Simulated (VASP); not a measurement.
Here is the system:

```
CELL_PARAMETERS angstrom
      0.00000     3.11333     3.11333
      3.11333     0.00000     3.11333
      3.11333     3.11333     0.00000
ATOMIC_POSITIONS crystal
  Ba 0.00000 0.00000 0.00000
  F  0.25000 0.25000 0.25000
  F  0.75000 0.75000 0.75000
```

Method: AM05 GGA, VASP's PBE PAW potentials (set 64) (plane waves; VASP). Settings: 520 eV cut-off, 6×6×6 Γ-centred mesh, Gaussian smearing of 0.050 eV, potentials Ba_sv F.

### Question
Give the energy at these volumes per atom, relative to the lowest: 18.83, 19.43, 20.03, 20.63, 21.23 Å³.

### Answer
16.2, 4.3, 0.0, 2.1, 9.7 meV/atom. A third-order Birch-Murnaghan fit gives B0 = 55.8 GPa and B0′ = 4.6.

Measured: bulk modulus 57.0 GPa (computed value off by -2.1 %), as given by On the Morphology of Group II Metal Fluoride Nanocrystals at Finite Temperature and Partial Pressure of HF, PMC6154342. The calculation is for a static lattice, while the measured bulk modulus holds thermal and zero-point effects, which are part of the difference.

The compound is BaF2 in the fluorite structure. It was relaxed first.
